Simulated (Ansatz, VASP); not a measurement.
# Ta3BAu (Ta3AuB antiperovskite): VASP beside Ansatz, part 3 of 3

Aim: how closely do two programs agree when they are given the same cell, functional and k mesh? The cell is generated by rule, not measured, and may not be a known phase. The cell is taken from a series of runs on this material, whose earlier steps may have relaxed, scaled, displaced or heated it; both programs get it as it stands.

VASP 6.6.1 and Ansatz 0.2.0.

So far: The structure; Ansatz: zone-centre phonons, LDA; VASP: zone-centre phonons, LDA.

## (3) VASP: zone-centre phonons, LDA (continued)

Level of this step: LDA; plane waves and PAW (Au, Ta_pv, B); invented cell (VASP).

Numbers of over 12 decimals in the logs are rounded to 6 here.

OUTCAR, selected parts (step 3):

```text
ion  position               nearest neighbor table
   1  0.000  0.000  0.000-   2 3.02   3 3.02   4 3.02   3 3.02   4 3.02   2 3.02   4 3.02   4 3.02
                             2 3.02   3 3.02   3 3.02   2 3.02
   2  0.500  0.500  0.000-   5 2.13   5 2.13   4 3.02   1 3.02   3 3.02   4 3.02   3 3.02   1 3.02
                             3 3.02   3 3.02   1 3.02   4 3.02   4 3.02   1 3.02
   3  0.500  0.000  0.500-   5 2.13   5 2.13   4 3.02   1 3.02   1 3.02   2 3.02   2 3.02   4 3.02
                             2 3.02   2 3.02   1 3.02   4 3.02   1 3.02   4 3.02
   4  0.000  0.500  0.500-   5 2.13   5 2.13   3 3.02   1 3.02   1 3.02   2 3.02   1 3.02   3 3.02
                             1 3.02   2 3.02   3 3.02   2 3.02   2 3.02   3 3.02
   5  0.500  0.500  0.500-   2 2.13   3 2.13   4 2.13   2 2.13   3 2.13   4 2.13

  LATTYP: Found a simple cubic cell.
 ALAT       =     4.2653174105

 Subroutine GETGRP returns: Found 48 space group operations
 (whereof 48 operations were pure point group operations)

The static configuration has the point symmetry O_h .

 Found     10 irreducible k-points:

   k-points           NKPTS =     10   k-points in BZ     NKDIM =     10   number of bands    NBANDS=     29

   dimension x,y,z NGX =    32 NGY =   32 NGZ =   32
   dimension x,y,z NGXF=    64 NGYF=   64 NGZF=   64

   ENCUT  =  500.0 eV  36.75 Ry    6.06 a.u.   7.78  7.78  7.78*2*pi/ulx,y,z

   NELECT =      47.0000    total number of electrons

 k-points in reciprocal lattice and weights: Automatic mesh
   0.00000000  0.00000000  0.00000000       0.016
   0.25000000  0.00000000  0.00000000       0.094
   0.50000000  0.00000000  0.00000000       0.047
   0.25000000  0.25000000  0.00000000       0.188
   0.50000000  0.25000000  0.00000000       0.188
   0.50000000  0.50000000  0.00000000       0.047
   0.25000000  0.25000000  0.25000000       0.125
   0.50000000  0.25000000  0.25000000       0.188
   0.50000000  0.50000000  0.25000000       0.094
   0.50000000  0.50000000  0.50000000       0.016

 average (electrostatic) potential at core
       1 -67.5551       2 -36.2278       3 -36.2278       4 -36.2278       5 -29.7692

  Total        0.5433098      0.5433098      0.5433098      0.0000000     -0.0000000      0.0000000
  in kB       11.2177064     11.2177064     11.2177064      0.0000000     -0.0000000      0.0000000
  external PRESSURE =      11.2177064 kB  Pullay stress =       0.0000000 kB

  energy-cutoff  :      500.00
  volume of cell :       77.60
      direct lattice vectors                 reciprocal lattice vectors
     4.265317410  0.000000000  0.000000000     0.234449140  0.000000000  0.000000000
     0.000000000  4.265317410  0.000000000     0.000000000  0.234449140  0.000000000
     0.000000000  0.000000000  4.265317410     0.000000000  0.000000000  0.234449140

 POSITION                                       TOTAL-FORCE (eV/Angst)
 -----------------------------------------------------------------------------------
      0.00000      0.00000      0.00000         0.000000      0.000000      0.000000
      2.13266      2.13266      0.00000         0.000000      0.000000      0.000000
      2.13266      0.00000      2.13266         0.000000      0.000000      0.000000
      0.00000      2.13266      2.13266         0.000000      0.000000      0.000000
      2.13266      2.13266      2.13266         0.000000      0.000000      0.000000
 -----------------------------------------------------------------------------------
    total drift:                                0.000000     -0.000000     -0.000000

 Eigenvectors and eigenvalues of the dynamical matrix
 ----------------------------------------------------

   1 f  =   23.312069 THz   146.474047 2PiTHz  777.606908 cm-1    96.410926 meV
             X         Y         Z           dx          dy          dz
      0.000000  0.000000  0.000000    -0.000202    0.005096   -0.000000
      2.132659  2.132659  0.000000     0.000466   -0.011778   -0.000000
      2.132659  0.000000  2.132659     0.000466    0.254322    0.000000
      0.000000  2.132659  2.132659    -0.010061   -0.011778   -0.000000
      2.132659  2.132659  2.132659     0.038220   -0.966155    0.000000

   2 f  =   23.312069 THz   146.474047 2PiTHz  777.606908 cm-1    96.410926 meV
             X         Y         Z           dx          dy          dz
      0.000000  0.000000  0.000000     0.000000   -0.000000   -0.005100
      2.132659  2.132659  0.000000    -0.000000    0.000000   -0.254521
      2.132659  0.000000  2.132659    -0.000000   -0.000000    0.011787
      0.000000  2.132659  2.132659     0.000000    0.000000    0.011787
      2.132659  2.132659  2.132659    -0.000000    0.000000    0.966910

   3 f  =   23.312069 THz   146.474047 2PiTHz  777.606908 cm-1    96.410926 meV
             X         Y         Z           dx          dy          dz
      0.000000  0.000000  0.000000     0.005096    0.000202    0.000000
      2.132659  2.132659  0.000000    -0.011778   -0.000466    0.000000
      2.132659  0.000000  2.132659    -0.011778    0.010061    0.000000
      0.000000  2.132659  2.132659     0.254322   -0.000466    0.000000
      2.132659  2.132659  2.132659    -0.966155   -0.038220    0.000000

   4 f  =    4.125372 THz    25.920476 2PiTHz  137.607592 cm-1    17.061159 meV
             X         Y         Z           dx          dy          dz
      0.000000  0.000000  0.000000     0.009507   -0.004646    0.095162
      2.132659  2.132659  0.000000    -0.044277    0.021639    0.737372
      2.132659  0.000000  2.132659    -0.044277   -0.036003   -0.443182
      0.000000  2.132659  2.132659     0.073669    0.021639   -0.443182
      2.132659  2.132659  2.132659     0.020522   -0.010029    0.205406

   5 f  =    4.125372 THz    25.920476 2PiTHz  137.607592 cm-1    17.061159 meV
             X         Y         Z           dx          dy          dz
      0.000000  0.000000  0.000000     0.082424   -0.047566   -0.010557
      2.132659  2.132659  0.000000    -0.383862    0.221522   -0.081804
      2.132659  0.000000  2.132659    -0.383862   -0.368571    0.049166
      0.000000  2.132659  2.132659     0.638674    0.221522    0.049166
      2.132659  2.132659  2.132659     0.177913   -0.102671   -0.022788

   6 f  =    4.125372 THz    25.920476 2PiTHz  137.607592 cm-1    17.061159 meV
             X         Y         Z           dx          dy          dz
      0.000000  0.000000  0.000000    -0.047787   -0.082967    0.000723
      2.132659  2.132659  0.000000     0.222551    0.386392    0.005604
      2.132659  0.000000  2.132659     0.222551   -0.642884   -0.003368
      0.000000  2.132659  2.132659    -0.370283    0.386392   -0.003368
      2.132659  2.132659  2.132659    -0.103148   -0.179085    0.001561

   7 f  =    3.910610 THz    24.571087 2PiTHz  130.443908 cm-1    16.172976 meV
             X         Y         Z           dx          dy          dz
      0.000000  0.000000  0.000000    -0.000000    0.000000    0.000000
      2.132659  2.132659  0.000000    -0.012844    0.008640   -0.000000
      2.132659  0.000000  2.132659     0.012844    0.000000    0.706937
      0.000000  2.132659  2.132659    -0.000000   -0.008640   -0.706937
      2.132659  2.132659  2.132659    -0.000000    0.000000   -0.000000

   8 f  =    3.910610 THz    24.571087 2PiTHz  130.443908 cm-1    16.172976 meV
             X         Y         Z           dx          dy          dz
      0.000000  0.000000  0.000000     0.000000   -0.000000   -0.000000
      2.132659  2.132659  0.000000    -0.703950   -0.065661    0.000000
      2.132659  0.000000  2.132659     0.703950    0.000000   -0.011987
      0.000000  2.132659  2.132659     0.000000    0.065661    0.011987
      2.132659  2.132659  2.132659     0.000000    0.000000    0.000000

   9 f  =    3.910610 THz    24.571087 2PiTHz  130.443908 cm-1    16.172976 meV
             X         Y         Z           dx          dy          dz
      0.000000  0.000000  0.000000    -0.000000    0.000000    0.000000
      2.132659  2.132659  0.000000     0.065498   -0.703999   -0.000000
      2.132659  0.000000  2.132659    -0.065498    0.000000    0.009794
      0.000000  2.132659  2.132659    -0.000000    0.703999   -0.009794
      2.132659  2.132659  2.132659    -0.000000    0.000000   -0.000000

  10 f  =    2.749409 THz    17.275047 2PiTHz   91.710418 cm-1    11.370638 meV
             X         Y         Z           dx          dy          dz
      0.000000  0.000000  0.000000    -0.837781   -0.158806    0.037583
      2.132659  2.132659  0.000000     0.240084    0.045509   -0.016700
      2.132659  0.000000  2.132659     0.240084    0.070568   -0.010770
      0.000000  2.132659  2.132659     0.372278    0.045509   -0.010770
      2.132659  2.132659  2.132659     0.087722    0.016628   -0.003935

  11 f  =    2.749409 THz    17.275047 2PiTHz   91.710418 cm-1    11.370638 meV
             X         Y         Z           dx          dy          dz
      0.000000  0.000000  0.000000     0.158188   -0.838566   -0.017111
      2.132659  2.132659  0.000000    -0.045332    0.240309    0.007603
      2.132659  0.000000  2.132659    -0.045332    0.372627    0.004903
      0.000000  2.132659  2.132659    -0.070293    0.240309    0.004903
      2.132659  2.132659  2.132659    -0.016564    0.087805    0.001792

  12 f  =    2.749409 THz    17.275047 2PiTHz   91.710418 cm-1    11.370638 meV
             X         Y         Z           dx          dy          dz
      0.000000  0.000000  0.000000    -0.040108    0.009830   -0.852528
      2.132659  2.132659  0.000000     0.011494   -0.002817    0.378831
      2.132659  0.000000  2.132659     0.011494   -0.004368    0.244310
      0.000000  2.132659  2.132659     0.017822   -0.002817    0.244310
      2.132659  2.132659  2.132659     0.004200   -0.001029    0.089267

  13 f/i=    0.001362 THz     0.008558 2PiTHz    0.045433 cm-1     0.005633 meV
             X         Y         Z           dx          dy          dz
      0.000000  0.000000  0.000000    -0.008655   -0.002508    0.512071
      2.132659  2.132659  0.000000    -0.008299   -0.002405    0.490769
      2.132659  0.000000  2.132659    -0.008299   -0.002403    0.491040
      0.000000  2.132659  2.132659    -0.008295   -0.002405    0.491040
      2.132659  2.132659  2.132659    -0.002027   -0.000587    0.119914

  14 f/i=    0.001362 THz     0.008558 2PiTHz    0.045433 cm-1     0.005633 meV
             X         Y         Z           dx          dy          dz
      0.000000  0.000000  0.000000     0.477253    0.185598    0.008975
      2.132659  2.132659  0.000000     0.457652    0.177975    0.008602
      2.132659  0.000000  2.132659     0.457652    0.177877    0.008607
      0.000000  2.132659  2.132659     0.457400    0.177975    0.008607
      2.132659  2.132659  2.132659     0.111761    0.043462    0.002102

  15 f/i=    0.001362 THz     0.008558 2PiTHz    0.045433 cm-1     0.005633 meV
             X         Y         Z           dx          dy          dz
      0.000000  0.000000  0.000000    -0.185613    0.477331   -0.000800
      2.132659  2.132659  0.000000    -0.177990    0.457727   -0.000766
      2.132659  0.000000  2.132659    -0.177990    0.457475   -0.000767
      0.000000  2.132659  2.132659    -0.177892    0.457727   -0.000767
      2.132659  2.132659  2.132659    -0.043466    0.111779   -0.000187

 ELASTIC MODULI CONTR FROM IONIC RELAXATION (kBar)
 Direction    XX          YY          ZZ          XY          YZ          ZX
 --------------------------------------------------------------------------------
 XX           0.0000      0.0000      0.0000      0.0000      0.0000      0.0000
 YY           0.0000      0.0000      0.0000      0.0000      0.0000      0.0000
 ZZ           0.0000      0.0000      0.0000      0.0000      0.0000      0.0000
 XY           0.0000      0.0000      0.0000      0.0000      0.0000      0.0000
 YZ           0.0000      0.0000      0.0000      0.0000      0.0000      0.0000
 ZX           0.0000      0.0000      0.0000      0.0000      0.0000      0.0000
 --------------------------------------------------------------------------------
```

## (4) Side by side

Known differences besides the potentials themselves: the two LDA forms differ slightly; VASP's run holds the zone centre alone; the data sets hold 61 valence electrons in Ansatz (on its default PAW (the set named soft_2) files) and 47 in VASP; the cutoff is 420 eV in Ansatz and 500 eV in VASP; VASP's log shows a relativistic correction to its local exchange, Ansatz's none. Total energies have different zeros and are not compared.

Compared:

```tsv
quantity	Ansatz	VASP	difference
optical mode 1 to 3 (cm⁻¹)	91.1	91.7	-0.63 %
optical mode 4 to 6 (cm⁻¹)	130.6	130.4	+0.08 %
optical mode 7 to 9 (cm⁻¹)	138.4	137.6	+0.58 %
optical mode 10 to 12 (cm⁻¹)	777.2	777.6	-0.05 %
```

Modes are paired by rising frequency, not by their patterns, so a pair may set unlike modes beside each other; they are those without the splitting of longitudinal modes.

## (5) Results

| Property | Result |
| --- | --- |
| r.m.s. difference of the optical zone-centre modes, each program's sorted by frequency (zone-centre phonons, LDA) | 0.53 cm⁻¹ |
| difference in optical mode 1 to 3 (zone-centre phonons, LDA) | -0.6 % |

In words: The r.m.s. difference of the optical zone-centre modes, each program's sorted by frequency is 0.53 cm⁻¹ (zone-centre phonons, LDA). The data sets hold unlike numbers of valence electrons (61 in Ansatz and 47 in VASP), so part of the differences comes from the potentials. Among the rows given in per cent, the largest difference of the zone-centre phonons, LDA pair is in optical mode 1 to 3, -0.6 %. Such differences can come from data sets, numerical settings and the points named under the comparisons, not from the functional's error against experiment.

[Lines on the potential files, build, host, timing and source positions are cut from VASP's logs without a mark.]

[Logs are printed without paths, hosts, clocks, repeated set-up lines and the standing remarks that a program may print on its own settings, such as how far it seeks lower states.]

[Hosts, paths, dates, database ids (printed as entryN), source tags and the programs' standing remarks are cut or masked in the printed files.]
